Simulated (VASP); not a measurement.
Input of a VASP 6.6.1 run:

INCAR

```
SYSTEM = Zr
  ALGO = Normal
  EDIFF = 1E-7
  EDIFFG = -0.005
  ENCUT = 580
  GGA = PS
  IBRION = 2
  ISIF = 3
  ISMEAR = 0
  LASPH = .TRUE.
  LCHARG = .FALSE.
  LREAL = .FALSE.
  LWAVE = .FALSE.
  NELM = 60
  NSW = 90
  PREC = Accurate
  SIGMA = 0.1
```

File KPOINTS:

```
k-points
0
G
  15 15 8
  0 0 0
```

File POSCAR:

```
Zr
1.0
    3.2392314100      0.0000000000      0.0000000000
   -1.6196157100      2.8052566900      0.0000000000
    0.0000000000      0.0000000000      5.1722200000
Zr
2
Direct
    0.3333333300      0.6666666700      0.2500000000
    0.6666666700      0.3333333300      0.7500000000
```

Potentials or basis: VASP PAW PBE potentials, release 64 (Zr_sv).

Command:

```sh
$ cat potpaw_PBE.64/Zr_sv/POTCAR > POTCAR
$ mpirun -np 1 vasp_std > vasp.out
```

Problem. Predict the relaxed volume.

Solution. 22.47 Å³/atom.

Problem. Estimate the band gap on the k mesh.

Solution. None (metal or under the smearing width).

Problem. What does it give for the relaxed cell?

Solution. a = 3.184 Å, b = 3.184 Å, c = 5.119 Å, α = 90.00°, β = 90.00°, γ = 120.00°.

Problem. Predict the space group after relaxing (to 0.05 Å).

Solution. P6_3/mmc (No. 194).

Final structure:
```xyz
2
Lattice="3.1841 0.0000 0.0000 -1.5921 2.7575 0.0000 0.0000 0.0000 5.1187" Properties=species:S:1:pos:R:3 pbc="T T T"
Zr    0.0000    1.8384    1.2797
Zr    1.5921    0.9192    3.8390
```

Caveat: the PAW data sets were made with another functional, which shifts forces and pressure a little.
